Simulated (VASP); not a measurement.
# LiLuSe2: relaxation of cell and atoms with PBE

Crystal: LiLuSe2.

```
Li Lu Se
1.0
     0.00000    5.62390    5.62390
     5.62390    0.00000    5.62390
     5.62390    5.62390    0.00000
Li Lu Se
4 4 8
Direct
  0.12500 0.12500 0.12500
  0.62500 0.12500 0.12500
  0.12500 0.12500 0.62500
  0.12500 0.62500 0.12500
  0.62500 0.62500 0.62500
  0.12500 0.62500 0.62500
  0.62500 0.62500 0.12500
  0.62500 0.12500 0.62500
  0.37812 0.37812 0.37812
  0.38436 0.87188 0.87188
  0.37812 0.37812 0.86564
  0.87188 0.38436 0.87188
  0.86564 0.37812 0.37812
  0.87188 0.87188 0.87188
  0.37812 0.86564 0.37812
  0.87188 0.87188 0.38436
```

The cell was built by a generator and needn't be a form met in nature.

```json
{
  "Program": "VASP 6.6.1",
  "Task": "relaxation of cell and atoms",
  "Functional": "PBE",
  "Potentials or basis": "VASP PAW PBE potentials, release 64 (Li_sv, Lu, Se)",
  "Cutoff": "600 eV",
  "k mesh": "4 × 4 × 4",
  "Occupations": "gaussian, width 0.03 eV",
  "Spin": "no spin polarisation",
  "Further INCAR settings": "ALGO = Normal; EDIFF = 1e-06; IBRION = 2; EDIFFG = -0.01; NSW = 90; ISIF = 3"
}
```

* Relaxed volume: 22.46 Å³/atom
* Relaxed cell: a = 7.980 Å, b = 7.980 Å, c = 7.980 Å, α = 60.00°, β = 60.00°, γ = 60.00°
* Space group after relaxing (to 0.05 Å): Fd-3m (No. 227)
* Energy gained by relaxing: 9.4 meV/atom
* Ionic steps: 5
* Pressure after relaxing: 0.0 GPa
* Largest force after relaxing: 0.007 eV/Å
* Band gap on the k mesh: 1.62 eV, direct

Forces in eV/Å, atoms in the order of the input:
```
Li   0.000  0.000  0.000
Li   0.000  0.000  0.000
Li   0.000  0.000  0.000
Li   0.000  0.000  0.000
Lu   0.000  0.000  0.000
Lu   0.000  0.000  0.000
Lu   0.000  0.000  0.000
Lu   0.000  0.000  0.000
Se  -0.004 -0.004 -0.004
Se   0.004 -0.004 -0.004
Se   0.004  0.004 -0.004
Se  -0.004  0.004 -0.004
Se  -0.004  0.004  0.004
Se   0.004  0.004  0.004
Se   0.004 -0.004  0.004
Se  -0.004 -0.004  0.004
```

The path:
| step | energy change (eV) | largest force (eV/Å) | pressure (GPa) | volume (Å³) |
| --- | --- | --- | --- | --- |
| 1 | 0.0000 | 0.5619 | 1.95 | 355.75 |
| 2 | -0.1055 | 0.0802 | -0.99 | 369.90 |
| 3 | -0.1131 | 0.1755 | -0.45 | 366.89 |
| 4 | -0.1306 | 0.1283 | -0.31 | 364.74 |
| 5 | -0.1500 | 0.0071 | -0.03 | 359.39 |

Final structure:
```
Li Lu Se
1.0
     0.00000    5.64305    5.64305
     5.64305    0.00000    5.64305
     5.64305    5.64305    0.00000
Li Lu Se
4 4 8
Direct
  0.12500 0.12500 0.12500
  0.62500 0.12500 0.12500
  0.12500 0.12500 0.62500
  0.12500 0.62500 0.12500
  0.62500 0.62500 0.62500
  0.12500 0.62500 0.62500
  0.62500 0.62500 0.12500
  0.62500 0.12500 0.62500
  0.37518 0.37518 0.37518
  0.37555 0.87482 0.87482
  0.37518 0.37518 0.87445
  0.87482 0.37555 0.87482
  0.87445 0.37518 0.37518
  0.87482 0.87482 0.87482
  0.37518 0.87445 0.37518
  0.87482 0.87482 0.37555
```

Levels at points of the mesh, in eV from the valence-band top:
| k point | band 77 | band 78 | band 79 | band 80 | band 81 | band 82 | band 83 | band 84 |
| --- | --- | --- | --- | --- | --- | --- | --- | --- |
| (0.00, 0.00, 0.00) | -1.25 | 0.00 | 0.00 | 0.00 | 1.62 | 1.62 | 1.74 | 3.28 |
| (0.50, 0.00, 0.00) | -0.81 | -0.76 | -0.32 | -0.32 | 2.48 | 2.48 | 2.48 | 3.23 |
| (0.50, 0.50, 0.00) | -0.85 | -0.85 | -0.77 | -0.77 | 2.33 | 2.33 | 3.64 | 3.64 |

Wall time 7.9 min on 4 MPI ranks on Intel(R) Xeon(R) 6975P-C (Granite Rapids), on a shared host, peak memory 0.81 GiB a rank.

Caveat: the cutoff is under 1.25 times the usual one of these potentials, so pressure, stress and relaxed cells hold a basis-set (Pulay) error; spin-orbit coupling is left out, which moves the levels of the heavy elements. A k mesh can miss the band edges.
